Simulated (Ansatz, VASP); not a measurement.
# Cross-check of Zr2CO2 (twisted Zr2CO2 MXene bilayer, 38.21 deg) between VASP and Ansatz, part 2 of 2

One calculation is typed for both programs; each brings its own data sets. How far apart do they land? The cell is taken from a series of runs on this material, whose earlier steps may have relaxed, scaled, displaced or heated it; both programs get it as it stands.

VASP 6.6.1 and Ansatz 0.2.0.

So far: The starting structure; VASP: single point, RPBE with D4, pair 1; Ansatz: single point, RPBE with D4, pair 1.

### 4. Differences

Known differences besides the potentials themselves: the cutoff is 420 eV in Ansatz and 520 eV in VASP (PREC = Accurate, projectors in real space); Ansatz makes its cores anew for this functional, VASP keeps those of its PBE data sets. Total energies have different zeros and are not compared.

The two programs side by side:

```csv
quantity,Ansatz,VASP,difference
gap on the k mesh (eV),1.590,1.588,+0.002
```

Forces on 10 of the 70 atoms, those with the largest forces and the largest differences (eV/Å; atoms numbered as in POSCAR):

```csv
atom,"Ansatz x, y, z","VASP x, y, z"
Zr19,"-0.030, 0.250, 0.843","-0.030, 0.250, 0.839"
Zr27,"-0.492, 0.552, 0.441","-0.496, 0.556, 0.434"
Zr29,"-0.278, -0.063, 0.848","-0.282, -0.063, 0.843"
Zr32,"-0.117, 0.141, -0.737","-0.118, 0.142, -0.732"
Zr38,"0.271, 0.237, -0.730","0.271, 0.238, -0.726"
Zr41,"-0.125, 0.037, 0.782","-0.125, 0.036, 0.779"
Zr42,"-0.009, 0.154, -0.896","-0.008, 0.154, -0.891"
O55,"0.239, 0.032, 0.110","0.242, 0.032, 0.133"
O66,"0.144, 0.210, -0.085","0.147, 0.215, -0.107"
O69,"-0.059, -0.070, -0.112","-0.056, -0.074, -0.090"
```

The forces differ by 8.0 meV/Å r.m.s., which is 3.1 % of the r.m.s. force of 0.260 eV/Å (both taken over all components). A gap on the mesh is an upper bound, since the band edges may lie between its points. With vacuum in the cell, a pressure given here is an average over mostly empty space and none of the material.

### 5. Ansatz: single point, RPBE with D4, pair 2

A single point gives forces, pressure and levels at one fixed geometry, so differences don't come from the geometry; what else differs is listed under the comparison.

The cell is taken from a series of runs on this material, whose earlier steps may have relaxed, scaled, displaced or heated it; both programs get it as it stands.

File input.yaml:

```yaml
crystal:
  lattice:
    - [8.7574, 0.0, 0.0]
    - [-4.3787, 7.58413, 0.0]
    - [0.0, 0.0, 26.08]
  atoms:
    - { symbol: C, position: [0.99685, 0.98686, 0.35262] }
    - { symbol: Zr, position: [0.19421, 0.22332, 0.40841] }
    - { symbol: Zr, position: [0.25032, 0.02602, 0.29815] }
    - { symbol: O, position: [0.23391, 0.03932, 0.44346] }
    - { symbol: O, position: [0.20455, 0.2177, 0.26204] }
    - { symbol: C, position: [0.15329, 0.41528, 0.35462] }
    - { symbol: Zr, position: [0.33995, 0.6522, 0.41047] }
    - { symbol: Zr, position: [0.39904, 0.46151, 0.29885] }
    - { symbol: O, position: [0.37898, 0.4499, 0.44394] }
    - { symbol: O, position: [0.3387, 0.64452, 0.26505] }
    - { symbol: C, position: [0.29341, 0.8502, 0.35776] }
    - { symbol: Zr, position: [0.47516, 0.08063, 0.40881] }
    - { symbol: Zr, position: [0.52737, 0.87772, 0.3011] }
    - { symbol: O, position: [0.52314, 0.89326, 0.44371] }
    - { symbol: O, position: [0.49258, 0.09895, 0.2638] }
    - { symbol: C, position: [0.4196, 0.25883, 0.35539] }
    - { symbol: Zr, position: [0.62288, 0.50758, 0.40845] }
    - { symbol: Zr, position: [0.69068, 0.32097, 0.29864] }
    - { symbol: O, position: [0.65929, 0.32693, 0.44517] }
    - { symbol: O, position: [0.63072, 0.51013, 0.26567] }
    - { symbol: C, position: [0.57789, 0.71292, 0.35333] }
    - { symbol: Zr, position: [0.77127, 0.93317, 0.40917] }
    - { symbol: Zr, position: [0.82446, 0.75535, 0.29796] }
    - { symbol: O, position: [0.79982, 0.73905, 0.444] }
    - { symbol: O, position: [0.77025, 0.93822, 0.26139] }
    - { symbol: C, position: [0.71562, 0.12974, 0.35788] }
    - { symbol: Zr, position: [0.90963, 0.3636, 0.41466] }
    - { symbol: Zr, position: [0.97204, 0.18153, 0.29999] }
    - { symbol: O, position: [0.95571, 0.17853, 0.44798] }
    - { symbol: O, position: [0.92079, 0.38321, 0.26505] }
    - { symbol: C, position: [0.85732, 0.55694, 0.35577] }
    - { symbol: Zr, position: [0.04762, 0.79325, 0.40778] }
    - { symbol: Zr, position: [0.10283, 0.59584, 0.30579] }
    - { symbol: O, position: [0.10511, 0.60467, 0.44483] }
    - { symbol: O, position: [0.06051, 0.78655, 0.26503] }
    - { symbol: C, position: [0.73703, 0.75319, 0.64542] }
    - { symbol: Zr, position: [0.48538, 0.5768, 0.70074] }
    - { symbol: Zr, position: [0.54452, 0.79881, 0.58741] }
    - { symbol: O, position: [0.5386, 0.81052, 0.735] }
    - { symbol: O, position: [0.50443, 0.56156, 0.55138] }
    - { symbol: C, position: [0.58549, 0.04623, 0.64723] }
    - { symbol: Zr, position: [0.34618, 0.85294, 0.69705] }
    - { symbol: Zr, position: [0.39606, 0.08147, 0.59099] }
    - { symbol: O, position: [0.41057, 0.10078, 0.73433] }
    - { symbol: O, position: [0.3599, 0.85905, 0.5542] }
    - { symbol: C, position: [0.30477, 0.61782, 0.64403] }
    - { symbol: Zr, position: [0.06647, 0.42626, 0.69684] }
    - { symbol: Zr, position: [0.11846, 0.67159, 0.59019] }
    - { symbol: O, position: [0.1246, 0.6668, 0.73449] }
    - { symbol: O, position: [0.0623, 0.43108, 0.55264] }
    - { symbol: C, position: [0.44496, 0.31946, 0.64505] }
    - { symbol: Zr, position: [0.21512, 0.1421, 0.69964] }
    - { symbol: Zr, position: [0.25161, 0.3714, 0.58535] }
    - { symbol: O, position: [0.25915, 0.39357, 0.73581] }
    - { symbol: O, position: [0.20746, 0.13567, 0.55603] }
    - { symbol: C, position: [0.16086, 0.9026, 0.64679] }
    - { symbol: Zr, position: [0.92381, 0.71127, 0.703] }
    - { symbol: Zr, position: [0.96944, 0.94297, 0.59382] }
    - { symbol: O, position: [0.97831, 0.94981, 0.73634] }
    - { symbol: O, position: [0.92591, 0.70644, 0.55591] }
    - { symbol: C, position: [0.87673, 0.4716, 0.64465] }
    - { symbol: Zr, position: [0.63831, 0.28025, 0.69976] }
    - { symbol: Zr, position: [0.68754, 0.50934, 0.59338] }
    - { symbol: O, position: [0.69098, 0.53429, 0.73522] }
    - { symbol: O, position: [0.63433, 0.27643, 0.55556] }
    - { symbol: C, position: [0.02003, 0.18719, 0.64262] }
    - { symbol: Zr, position: [0.77233, 0.99661, 0.70122] }
    - { symbol: Zr, position: [0.8247, 0.23194, 0.59106] }
    - { symbol: O, position: [0.8332, 0.24684, 0.7375] }
    - { symbol: O, position: [0.77791, 0.99285, 0.55708] }
kpoints:
  mp_grid: { grid: [1, 1, 1] }
hamiltonian:
  xc: rpbe
  dispersion: d4
scf:
  occupations: { method: gaussian, width: 0.025 }
output:
  forces: true
  populations: true
  dos:
    method: { smearing: { sigma: 0.1 } }
    de: 0.1
    projected:
      site_lists:
        C: [C]
        O: [O]
        Zr: [Zr]
        layer_1: [0, 1, 2, 3, 4, 5, 6, 7, 8, 9, 10, 11, 12, 13, 14, 15, 16, 17, 18, 19, 20, 21, 22, 23, 24, 25, 26, 27, 28, 29, 30, 31, 32, 33, 34]
        layer_2: [35, 36, 37, 38, 39, 40, 41, 42, 43, 44, 45, 46, 47, 48, 49, 50, 51, 52, 53, 54, 55, 56, 57, 58, 59, 60, 61, 62, 63, 64, 65, 66, 67, 68, 69]
  eigenvalues: true
  write_density: true
  write_potential: true
  volumetric_format: npy
```

On the command line:

```sh
> ansatz run input.yaml --threads 4 --pin off --max-ram 8192MiB --backend cpu --events-out ev --progress --plain --runs-dir out
```

Numbers of over 12 decimals in the logs are rounded to 6 here.

The program printed:

```text
[...]
Crystal: 70 atoms, lattice volume = 1732.162 Å³
Basis set: ecut = 420 eV, 33921 PW (Γ), exchange–correlation on 120×120×360 points (8 copies of the dense FFT grid, shifted against one another)
Bands: 350, of which v1, the nominal top of the filled ones, is band 280 counted from 1 (279 counted from 0)
Symmetry: 1 space group operations
[...]
k-points: 1
[...]
--- Löwdin populations: 70 sites ---
  site symbol       q [e]
     0      C      4.8858
     1     Zr     10.8609
     2     Zr     10.8047
     3      O      6.6373
     4      O      6.6558
     5      C      4.9019
     6     Zr     10.8151
     7     Zr     10.8001
[...]
66     Zr     10.7916
    67     Zr     10.8312
    68      O      6.6524
    69      O      6.6365
  spilling = 0.004077 (of n_electrons = 560.000000)
[key lines of the parts left out:]
SCF converged after 11 iterations
Free energy (F): -136915.068322 eV
Fermi energy:    4.787221 eV
```

### 6. VASP: single point, RPBE with D4, pair 2

The same cell, functional, mesh and smearing now go to VASP, with its own data sets.

File INCAR:

```
SYSTEM = Zr2CO2
PREC = Accurate
ENCUT = 520
EDIFF = 1E-06
NELM = 120
ISMEAR = 0
SIGMA = 0.025
LREAL = Auto
ALGO = Normal
GGA = RP
IVDW = 13
NBANDS = 336
LASPH = .TRUE.
LORBIT = 11
LWAVE = .FALSE.
LCHARG = .FALSE.
ISIF = 2
GGA_COMPAT = .FALSE.
EFERMI = MIDGAP
NCORE = 2
```

File POSCAR:

```
Zr2CO2
1.0
    8.7574000000      0.0000000000      0.0000000000
   -4.3787000000      7.5841300000      0.0000000000
    0.0000000000      0.0000000000     26.0800000000
C Zr O
14 28 28
Direct
    0.9968500000      0.9868600000      0.3526200000
    0.1532900000      0.4152800000      0.3546200000
    0.2934100000      0.8502000000      0.3577600000
    0.4196000000      0.2588300000      0.3553900000
    0.5778900000      0.7129200000      0.3533300000
    0.7156200000      0.1297400000      0.3578800000
    0.8573200000      0.5569400000      0.3557700000
    0.7370300000      0.7531900000      0.6454200000
    0.5854900000      0.0462300000      0.6472300000
    0.3047700000      0.6178200000      0.6440300000
    0.4449600000      0.3194600000      0.6450500000
    0.1608600000      0.9026000000      0.6467900000
    0.8767300000      0.4716000000      0.6446500000
    0.0200300000      0.1871900000      0.6426200000
    0.1942100000      0.2233200000      0.4084100000
    0.2503200000      0.0260200000      0.2981500000
    0.3399500000      0.6522000000      0.4104700000
    0.3990400000      0.4615100000      0.2988500000
    0.4751600000      0.0806300000      0.4088100000
    0.5273700000      0.8777200000      0.3011000000
    0.6228800000      0.5075800000      0.4084500000
    0.6906800000      0.3209700000      0.2986400000
    0.7712700000      0.9331700000      0.4091700000
    0.8244600000      0.7553500000      0.2979600000
    0.9096300000      0.3636000000      0.4146600000
    0.9720400000      0.1815300000      0.2999900000
    0.0476200000      0.7932500000      0.4077800000
    0.1028300000      0.5958400000      0.3057900000
    0.4853800000      0.5768000000      0.7007400000
    0.5445200000      0.7988100000      0.5874100000
    0.3461800000      0.8529400000      0.6970500000
    0.3960600000      0.0814700000      0.5909900000
    0.0664700000      0.4262600000      0.6968400000
    0.1184600000      0.6715900000      0.5901900000
    0.2151200000      0.1421000000      0.6996400000
    0.2516100000      0.3714000000      0.5853500000
    0.9238100000      0.7112700000      0.7030000000
    0.9694400000      0.9429700000      0.5938200000
    0.6383100000      0.2802500000      0.6997600000
    0.6875400000      0.5093400000      0.5933800000
    0.7723300000      0.9966100000      0.7012200000
    0.8247000000      0.2319400000      0.5910600000
    0.2339100000      0.0393200000      0.4434600000
    0.2045500000      0.2177000000      0.2620400000
    0.3789800000      0.4499000000      0.4439400000
    0.3387000000      0.6445200000      0.2650500000
    0.5231400000      0.8932600000      0.4437100000
    0.4925800000      0.0989500000      0.2638000000
    0.6592900000      0.3269300000      0.4451700000
    0.6307200000      0.5101300000      0.2656700000
    0.7998200000      0.7390500000      0.4440000000
    0.7702500000      0.9382200000      0.2613900000
    0.9557100000      0.1785300000      0.4479800000
    0.9207900000      0.3832100000      0.2650500000
    0.1051100000      0.6046700000      0.4448300000
    0.0605100000      0.7865500000      0.2650300000
    0.5386000000      0.8105200000      0.7350000000
    0.5044300000      0.5615600000      0.5513800000
    0.4105700000      0.1007800000      0.7343300000
    0.3599000000      0.8590500000      0.5542000000
    0.1246000000      0.6668000000      0.7344900000
    0.0623000000      0.4310800000      0.5526400000
    0.2591500000      0.3935700000      0.7358100000
    0.2074600000      0.1356700000      0.5560300000
    0.9783100000      0.9498100000      0.7363400000
    0.9259100000      0.7064400000      0.5559100000
    0.6909800000      0.5342900000      0.7352200000
    0.6343300000      0.2764300000      0.5555600000
    0.8332000000      0.2468400000      0.7375000000
    0.7779100000      0.9928500000      0.5570800000
```

File KPOINTS:

```
Automatic mesh
0
Gamma
1 1 1
0 0 0
```

Potentials, in the order of the species: C, Zr_sv and O (PBE family, release 64).

On the command line:

```sh
> mpirun -np 8 vasp_gam
```

The program printed:

```text
[banner, memory and clock lines left out]
running    8 mpi-ranks, on    1 nodes
[...]
[... a notice as in an earlier step ...]

 LDA part: xc-table for (Slater+PW92), standard interpolation
 POSCAR, INCAR and KPOINTS ok, starting setup
[...]
entering main loop
       N       E                     dE             d eps       ncg     rms          rms(c)
DAV:   1     0.794923955517E+04    0.79492E+04   -0.32742E+05   728   0.164E+03
DAV:   2     0.152424345977E+03   -0.77968E+04   -0.75540E+04   824   0.494E+02
DAV:   3    -0.689037885416E+03   -0.84146E+03   -0.83252E+03   872   0.153E+02
DAV:   4    -0.759340678143E+03   -0.70303E+02   -0.70203E+02  1112   0.389E+01
[...]
DAV:  25    -0.632054565382E+03   -0.44523E-05   -0.28136E-07   472   0.580E-04    0.173E-04
DAV:  26    -0.632054566492E+03   -0.11094E-05   -0.79631E-08   432   0.357E-04    0.124E-04
DAV:  27    -0.632054566718E+03   -0.22603E-06   -0.27785E-08   384   0.243E-04
   1 F= -.65632043E+03 E0= -.65632043E+03  d E =0.000000E+00
```

OUTCAR, selected parts (step 6):

```text
 POSITION                                       TOTAL-FORCE (eV/Angst)
 -----------------------------------------------------------------------------------
      4.40865      7.48447      9.19633         0.262457     -0.259397      0.349685
     -0.47596      3.14954      9.24849        -0.705358     -0.224570      0.117279
     -1.15326      6.44803      9.33038        -0.315917     -0.987706     -0.888286
      2.54127      1.96300      9.26857         0.168032      1.194616     -0.387922
      1.93915      5.40688      9.21485         0.263802     -0.947000      0.111372
      5.69888      0.98397      9.33351         0.455499      0.456303     -0.787161
      5.06922      4.22391      9.27848         0.437229      0.476346      0.123112
      3.15647      5.71229     16.83255        -0.786519      0.684243      0.143520
      4.92494      0.35061     16.87976         0.998640     -0.135013     -0.441555
     -0.03626      4.68563     16.79630         0.290649      0.230203     -0.212825
      2.49787      2.42283     16.82290        -0.302055      0.775168      0.007306
     -2.54350      6.84544     16.86828         0.357111      0.018384     -0.565893
      5.61288      3.57668     16.81247         0.266419      0.019795      0.101707
     -0.64424      1.41967     16.75953        -0.121322      0.189987      0.680323
[...]
-----------------------------------------------------------------------------------
    total drift:                                0.015764      0.008555      0.027068

  FREE ENERGIE OF THE ION-ELECTRON SYSTEM (eV)
  ---------------------------------------------------
  free  energy   TOTEN  =      -656.3204253769 eV

  energy  without entropy=     -656.3204253769  energy(sigma->0) =     -656.32042538
```

### 7. Side by side

The two programs side by side:

```csv
quantity,Ansatz,VASP,difference
gap on the k mesh (eV),1.280,1.279,+0.002
```

Forces on 10 of the 70 atoms, those with the largest forces and the largest differences (eV/Å; atoms numbered as in POSCAR):

```csv
atom,"Ansatz x, y, z","VASP x, y, z"
Zr20,"0.515, 1.309, 0.156","0.513, 1.323, 0.157"
Zr22,"-1.434, -0.716, 1.499","-1.451, -0.717, 1.517"
Zr23,"-1.527, 1.124, -0.847","-1.534, 1.138, -0.853"
Zr25,"-0.729, -0.522, -1.247","-0.743, -0.519, -1.256"
Zr29,"1.608, -0.779, -1.052","1.626, -0.784, -1.067"
Zr32,"-0.214, 1.681, 0.802","-0.221, 1.691, 0.810"
Zr34,"-0.150, -1.455, 0.341","-0.140, -1.458, 0.351"
O49,"1.206, -0.432, 0.207","1.225, -0.450, 0.234"
O54,"0.464, -0.962, -0.332","0.481, -0.968, -0.370"
O63,"0.245, -0.973, -0.194","0.239, -0.991, -0.167"
```

The forces differ by 11 meV/Å r.m.s., which is 2.0 % of the r.m.s. force of 0.587 eV/Å (both taken over all components). A gap on the mesh is an upper bound, since the band edges may lie between its points. With vacuum in the cell, a pressure given here is an average over mostly empty space and none of the material.

### 8. What came out

* r.m.s. force difference (single point, RPBE with D4, pair 1): 3.1 % of the r.m.s. force
* r.m.s. force difference (single point, RPBE with D4, pair 2): 2.0 % of the r.m.s. force

**Reading.** The r.m.s. force difference is 3.1 % of the r.m.s. force (single point, RPBE with D4, pair 1), at about the 3 % picked in this series as the mark of a large difference. How closely two codes agree says nothing of how well the functional describes the real material.

[Lines on the potential files, build, host, timing and source positions are cut from VASP's logs without a mark.]

[Logs are printed without paths, hosts, clocks, repeated set-up lines and the standing remarks that a program may print on its own settings, such as how far it seeks lower states.]

[Hosts, paths, dates, database ids (printed as entryN), source tags and the programs' standing remarks are cut or masked in the printed files.]
